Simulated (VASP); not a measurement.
The system is Sb.

```xyz
2
Lattice="2.1542 1.2437 3.7580 -2.1542 1.2437 3.7580 0.0000 -2.4875 3.7580" Properties=species:S:1:pos:R:3 pbc="T T T"
Sb    0.0000    0.0000    2.6324
Sb    0.0000    0.0000    8.6416
```

* Program: VASP 6.6.1
* Task: relaxation of cell and atoms
* Functional: PBE
* Dispersion: D3(BJ)
* Potentials or basis: VASP PAW PBE potentials, release 64 (Sb)
* Cutoff: 600 eV
* k mesh: 9 × 9 × 9
* Occupations: gaussian, width 0.02 eV
* Spin: no spin polarisation

At the start: pressure 0.2 GPa; volume 30.21 Å³/atom.

Task: How do energy, volume and symmetry change on relaxing?

Result: Over 11 steps the energy falls by 3.7 meV/atom and the volume is 29.85 Å³/atom (-1.2 %); space group R-3m (No. 166, to 0.05 Å).

The path:
```csv
step,energy change (eV),largest force (eV/Å),pressure (GPa),volume (Å³)
1,0.0000,0.2142,0.25,60.41
2,-0.0034,0.0769,-0.46,60.82
3,-0.0035,0.0488,-0.61,60.91
4,-0.0062,0.0218,-0.32,60.34
5,-0.0073,0.0045,0.01,59.75
6,-0.0073,0.0069,0.04,59.69
7,-0.0074,0.0094,0.00,59.72
8,-0.0074,0.0120,-0.06,59.76
9,-0.0074,0.0111,-0.04,59.74
10,-0.0074,0.0007,0.03,59.68
11,-0.0074,0.0030,0.02,59.70
```

Final structure:
```cif
data_structure
_symmetry_space_group_name_H-M 'P 1'
_symmetry_Int_Tables_number 1
_cell_length_a 4.4506
_cell_length_b 4.4506
_cell_length_c 4.4506
_cell_angle_alpha 58.153
_cell_angle_beta 58.153
_cell_angle_gamma 58.153
_cell_volume 59.70
loop_
_atom_site_label
_atom_site_type_symbol
_atom_site_fract_x
_atom_site_fract_y
_atom_site_fract_z
_atom_site_occupancy
Sb1 Sb 0.23617 0.23617 0.23617 1
Sb2 Sb 0.76383 0.76383 0.76383 1
```
